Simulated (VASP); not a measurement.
Here is the system:

```yaml
crystal:
  lattice:
    - [1.57061, -2.72038, 0.00000]
    - [1.57061, 2.72038, 0.00000]
    - [0.00000, 0.00000, 4.96661]
  atoms:
    - { symbol: Hf, position: [0.33333, 0.66667, 0.25000] }
    - { symbol: Hf, position: [0.66667, 0.33333, 0.75000] }
```

The numbers are results of PBEsol GGA, VASP's PBE PAW potentials (set 64) (plane waves; VASP), not measurements. Run with 480 eV cut-off, 12×12×8 Γ-centred mesh, first-order Methfessel-Paxton smearing of 0.10 eV, potentials Hf_pv.

Question: Give the stress tensor in GPa (positive for a compressed cell).

Answer: 
```
1.55  0.00  0.00
0.00  1.55  0.00
0.00  0.00  1.90
```
The pressure is its mean diagonal, 1.67 GPa.

The compound is Hf in the hcp structure. This cell was strained or had an atom moved on purpose.
